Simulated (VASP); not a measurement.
An input for Ansatz (written as the equivalent of a VASP run, and not itself run):

Ansatz 0.2 input:
```yaml
crystal:
  lattice:
    - [1.9650000, -3.4034800, 0.0000000]
    - [1.9650000, 3.4034800, 0.0000000]
    - [0.0000000, 0.0000000, 5.1300000]
  atoms:
    - { symbol: Ni, position: [0.0000000, 0.0000000, 0.5000000] }
    - { symbol: Ni, position: [0.0000000, 0.0000000, 0.0000000] }
    - { symbol: Sb, position: [0.3333330, 0.6666670, 0.2500000] }
    - { symbol: Sb, position: [0.6666670, 0.3333330, 0.7500000] }
kpoints:
  mp_grid: { grid: [8, 8, 6] }
hamiltonian:
  xc: pbe
  pseudopotentials: { kind: paw }
  hubbard:
    sites:
      - { species: Ni, l: d, u_eff: 2 }
scf:
  occupations: { method: methfessel_paxton, width: 0.1 }
  max_iter: 100
output: { forces: true, stress: true, eigenvalues: true }
```

Problem. Translate this input to VASP (INCAR, KPOINTS, POSCAR, choice of POTCAR).

Solution. Several could match; the one computed here: 
INCAR:
```
ALGO  =  Normal
EDIFF  =  1E-6
ENCUT  =  400
GGA  =  PE
ISIF  =  2
ISMEAR  =  1
LASPH  =  .True.
LCHARG  =  .False.
LDAU  =  .True.
LDAUJ  =  0 0
LDAUL  =  2 -1
LDAUPRINT  =  1
LDAUTYPE  =  2
LDAUU  =  2.0 0
LMAXMIX  =  4
LORBIT  =  10
LREAL  =  .False.
LWAVE  =  .False.
NELM  =  100
PREC  =  Accurate
SIGMA  =  0.1
SYSTEM  =  NiSb
```

KPOINTS:
```
Regular mesh
0
G
8 8 6
```

File POSCAR:
```
NiSb
3.930
  0.5000000000  -0.8660254453   0.0000000000
  0.5000000000   0.8660254453   0.0000000000
  0.0000000000   0.0000000000   1.3053435115
Ni Sb
2 2
direct
  0.0000000000   0.0000000000   0.5000000000
  0.0000000000   0.0000000000   0.0000000000
  0.3333330000   0.6666670000   0.2500000000
  0.6666670000   0.3333330000   0.7500000000
```

POTCAR, in this order: Ni Sb (PBE.64 set). Program: vasp_std.

Limits of the translation: each code has its own PAW files, so the cut-off isn't converted (ENCUT is set for VASP's; basis.ecutwfc is left out, and Ansatz then takes the one that its files recommend); Ansatz stops its SCF on the density residual and VASP on the energy change (EDIFF); the +U projectors differ, so the same U acts differently.

The compound is NiSb in the NiAs type structure. The cell was not relaxed at this level. The run is one of a series of settings (LDAU = .TRUE., LDAUJ = 0 0, LDAUL = 2 -1, LDAUTYPE = 2, LDAUU = 2.0 0 against the base run), some of them coarse on purpose.
